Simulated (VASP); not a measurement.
Consider the following.

```yaml
crystal:
  lattice:
    - [0.00000, 2.25350, 2.25350]
    - [2.25350, 0.00000, 2.25350]
    - [2.25350, 2.25350, 0.00000]
  atoms:
    - { symbol: Ga, position: [0.00000, 0.00000, 0.00000] }
    - { symbol: N, position: [0.75000, 0.75000, 0.75000] }
```

Calculation: r2SCAN meta-GGA, VASP's PBE PAW potentials (set 64) (plane waves; VASP). Settings: 520 eV cut-off, 11×11×11 Γ-centred mesh, tetrahedra with Blöchl corrections, potentials Ga_d N.

Q: Give the energies of bands 7 to 10 at the high-symmetry points, in eV from the valence-band maximum.

A: 
```tsv
band	Γ	X	U	L	W
7	0.00	-6.22	-5.94	-7.16	-5.77
8	0.00	-2.78	-4.34	-1.00	-3.79
9	0.00	-2.78	-2.24	-1.00	-3.70
10	2.12	3.77	5.46	5.16	6.72
```

The gap is direct, 2.12 eV, from the valence maximum at Γ to the conduction minimum at Γ.

The structure comes from a computed database's GaN entry (F-43m); how it stands against other phases isn't given here. The cell was not relaxed at this level.
